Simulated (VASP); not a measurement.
Output of a VASP run:

File OSZICAR:
```
       N       E                     dE             d eps       ncg     rms          rms(c)
DAV:   1     0.309979057768E+03    0.30998E+03   -0.16916E+04  4622   0.163E+03
DAV:   2    -0.161633666092E+02   -0.32614E+03   -0.32302E+03  5174   0.460E+02
DAV:   3    -0.240431360856E+02   -0.78798E+01   -0.77498E+01  5312   0.825E+01
DAV:   4    -0.241111335127E+02   -0.67997E-01   -0.67793E-01  5109   0.783E+00
DAV:   5    -0.241117563088E+02   -0.62280E-03   -0.62266E-03  5095   0.708E-01    0.276E+01
DAV:   6    -0.226981948269E+02    0.14136E+01   -0.32200E+00  4842   0.181E+01    0.909E+00
DAV:   7    -0.225126763348E+02    0.18552E+00   -0.67915E-01  5106   0.749E+00    0.101E+00
DAV:   8    -0.225008414884E+02    0.11835E-01   -0.14248E-02  4735   0.136E+00    0.271E-01
DAV:   9    -0.225008728297E+02   -0.31341E-04   -0.38316E-04  5338   0.165E-01    0.283E-02
DAV:  10    -0.225008748473E+02   -0.20176E-05   -0.22149E-05  4801   0.416E-02    0.107E-02
DAV:  11    -0.225008747658E+02    0.81479E-07   -0.48256E-07  4604   0.718E-03
   1 F= -.22500875E+02 E0= -.22500793E+02  d E =-.225009E+02
       N       E                     dE             d eps       ncg     rms          rms(c)
DAV:   1    -0.225070905303E+02   -0.62157E-02   -0.29691E-01  4598   0.473E+00    0.443E-01
DAV:   2    -0.225021758221E+02    0.49147E-02   -0.82578E-03  4894   0.810E-01    0.198E-01
DAV:   3    -0.225010052924E+02    0.11705E-02   -0.41137E-03  5398   0.460E-01    0.286E-02
DAV:   4    -0.225010104208E+02   -0.51284E-05   -0.81995E-05  4684   0.962E-02    0.823E-03
DAV:   5    -0.225010092394E+02    0.11814E-05   -0.44020E-06  4855   0.145E-02    0.276E-03
DAV:   6    -0.225010092311E+02    0.82709E-08   -0.29213E-07  4408   0.428E-03
   2 F= -.22501009E+02 E0= -.22501116E+02  d E =-.134465E-03
       N       E                     dE             d eps       ncg     rms          rms(c)
DAV:   1    -0.225021761410E+02   -0.11669E-02   -0.50211E-02  4598   0.195E+00    0.182E-01
DAV:   2    -0.225013391415E+02    0.83700E-03   -0.14086E-03  4878   0.332E-01    0.812E-02
DAV:   3    -0.225011427966E+02    0.19634E-03   -0.69383E-04  5364   0.188E-01    0.115E-02
DAV:   4    -0.225011441222E+02   -0.13256E-05   -0.13228E-05  4683   0.387E-02    0.324E-03
DAV:   5    -0.225011441487E+02   -0.26513E-07   -0.59605E-07  4567   0.512E-03
   3 F= -.22501144E+02 E0= -.22501166E+02  d E =-.269383E-03
```

### OUTCAR
```
------------------------ aborting loop because EDIFF is reached ----------------------------------------
  FORCE on cell =-STRESS in cart. coord.  units (eV):
  Direction    XX          YY          ZZ          XY          YZ          ZX
  --------------------------------------------------------------------------------------
  Total        1.8141279      1.8141286      1.8144889      0.0000000     -0.0000000      0.0000000
  in kB      107.2589046    107.2589415    107.2802455      0.0000000     -0.0000000      0.0000000
  external PRESSURE =     107.2660305 kB  Pullay stress =       0.0000000 kB
  volume of cell :       27.10
      direct lattice vectors                 reciprocal lattice vectors
     1.348092281 -2.334964726  0.000000000     0.370894491 -0.214135997  0.000000000
     1.348092281  2.334964726 -0.000000000     0.370894491  0.214135997 -0.000000000
     0.000000000  0.000000000  4.304425479     0.000000000  0.000000000  0.232319041
 POSITION                                       TOTAL-FORCE (eV/Angst)
 -----------------------------------------------------------------------------------
      1.34809      0.77832      1.07611        -0.000000     -0.000000      0.000000
      1.34809     -0.77832      3.22832         0.000000      0.000000      0.000000
 -----------------------------------------------------------------------------------
    total drift:                               -0.000000      0.000593     -0.000043
  FREE ENERGIE OF THE ION-ELECTRON SYSTEM (eV)
  ---------------------------------------------------
  free  energy   TOTEN  =       -22.5011441487 eV

  energy  without entropy=      -22.5012108600  energy(sigma->0) =      -22.50116639

 reached required accuracy - stopping structural energy minimisation
```
(Selected blocks of OUTCAR.)

**POSCAR**
```
Tc
1
    1.3465698277    -2.3323277388     0.0000000000
    1.3465698277     2.3323277388     0.0000000000
    0.0000000000     0.0000000000     4.3141643237
Tc
2
Direct
  0.3333330000   0.6666670000   0.2500000000
  0.6666670000   0.3333330000   0.7500000000
```

Question: Write an INCAR and KPOINTS that could have produced this output.

Answer: Several could match; the one computed here: the input of the run itself, PBEsol GGA, plane waves, VASP's PBE PAW potentials (set 64).

File KPOINTS:
```
Automatic mesh
0
Gamma
15 15 9
0 0 0
```

**INCAR**
```
SYSTEM=Tc
PREC=Accurate; ENCUT=520; LREAL=F
LASPH=T
EDIFF=1E-7; NELM=100; ALGO=Normal
LMAXMIX=4
ISMEAR=1; SIGMA=0.1
GGA=PS
IBRION=2; NSW=30; ISIF=4
EDIFFG=-0.01
LWAVE=F; LCHARG=F
```

POTCAR, in this order: Tc_pv (PBE.64 set). Program: vasp_std.

The compound is Tc in the hcp structure. This cell is one point of a volume scan, at 0.97 of the reference volume. Symmetry was kept, so distortions that lower it aren't found.
